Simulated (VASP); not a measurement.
An input for Ansatz (written as the equivalent of a VASP run, and not itself run):

Ansatz 0.2 input:
```yaml
crystal:
  lattice:
    - [0.0000000, 2.3626195, 2.3626195]
    - [2.3626195, 0.0000000, 2.3626195]
    - [2.3626195, 2.3626195, 0.0000000]
  atoms:
    - { symbol: B, position: [0.0000000, 0.0000000, 0.0000000] }
    - { symbol: As, position: [0.2500000, 0.2500000, 0.2500000] }
kpoints:
  mp_grid: { grid: [10, 10, 10] }
hamiltonian:
  xc: pbesol
  pseudopotentials: { kind: paw }
scf:
  occupations: { method: gaussian, width: 0.05 }
  max_iter: 100
relax:
  max_steps: 40
  f_tol: 0.02
  cell: { p_target: 5 }
output: { forces: true, stress: true, eigenvalues: true }
```

**Question.** Write the VASP files for the same calculation (PBEsol).

**Answer.** Several could match; the one computed here: 
File POSCAR:
```
BAs
1
   -0.0000000000     2.3626195276     2.3626195276
    2.3626195276    -0.0000000000     2.3626195276
    2.3626195276     2.3626195276     0.0000000000
B As
1 1
Direct
  0.0000000000   0.0000000000   0.0000000000
  0.2500000000   0.2500000000   0.2500000000
```

### INCAR
```
# general
SYSTEM =BAs
PREC   =Accurate
ENCUT  =620   # plane-wave cut-off (eV)
LREAL  =.False.
LASPH  =.True.   # aspherical one-centre terms

# electronic loop
EDIFF  =1E-6
NELM   =100   # most electronic steps
ALGO   =Normal   # blocked Davidson
LMAXMIX=4

# smearing
ISMEAR =0
SIGMA  =0.05   # width (eV)

# functional
GGA    =PS   # PBEsol

# ions
IBRION =2
NSW    =40   # most ionic steps
ISIF   =3   # ions, shape and volume
EDIFFG =-0.02   # ionic stop
PSTRESS=50

# output
LWAVE  =.False.
LCHARG =.False.
```

KPOINTS:
```
Automatic mesh
0
Gamma
10 10 10
0 0 0
```

POTCAR, in this order: B As (PBE.64 set). Program: vasp_std.

What does not carry over: each code has its own PAW files, so the cut-off isn't converted (ENCUT is set for VASP's; basis.ecutwfc is left out, and Ansatz then takes the one that its files recommend); Ansatz stops its SCF on the density residual and VASP on the energy change (EDIFF).

The compound is BAs in the zinc blende structure. It was relaxed first under an external pressure of 5 GPa.
